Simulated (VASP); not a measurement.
HgS3:

```xyz
4
Lattice="0.0000 3.8241 3.8241 3.8241 0.0000 3.8241 3.8241 3.8241 0.0000" Properties=species:S:1:pos:R:3 pbc="T T T"
Hg    0.0000    0.0000    0.0000
S     5.7361    5.7361    5.7361
S     3.8241    3.8241    3.8241
S     1.9120    1.9120    1.9120
```

The cell was built by a generator and needn't be a form met in nature.

The cell isn't the ideal one: random cell by space group and Wyckoff sites (Fm-3m, No. 225).

| Property | Result |
| --- | --- |
| Program | VASP 6.6.1 |
| Task | relaxation of cell and atoms |
| Functional | PBE |
| Potentials or basis | VASP PAW PBE potentials, release 64 (Hg, S) |
| Cutoff | 600 eV |
| k mesh | 4 × 4 × 4 |
| Occupations | gaussian, width 0.1 eV |
| Spin | no spin polarisation |

At the start: pressure -9.9 GPa; volume 27.96 Å³/atom.

Task: How do energy, volume and symmetry change on relaxing?

Result: Over 5 steps the energy falls by 443.2 meV/atom and the volume is 18.63 Å³/atom (-33.4 %); space group Fm-3m (No. 225, to 0.05 Å).

The path:
```
step  energy change (eV)  largest force (eV/Å)  pressure (GPa)  volume (Å³)
   1              0.0000                0.0000           -9.87       111.84
   2             -1.4610                0.0000           -7.05        86.22
   3             -1.7698                0.0000           -0.97        75.26
   4             -1.7728                0.0000            0.36        73.85
   5             -1.7728                0.0000           -0.30        74.51
```

Final structure:
```
Hg S
1.0
     0.00000    3.33982    3.33982
     3.33982    0.00000    3.33982
     3.33982    3.33982    0.00000
Hg S
1 3
Direct
  0.00000 0.00000 0.00000
  0.75000 0.75000 0.75000
  0.50000 0.50000 0.50000
  0.25000 0.25000 0.25000
```

Caveat: the volume moved by over 15 % at a fixed basis, so the end points are rough.
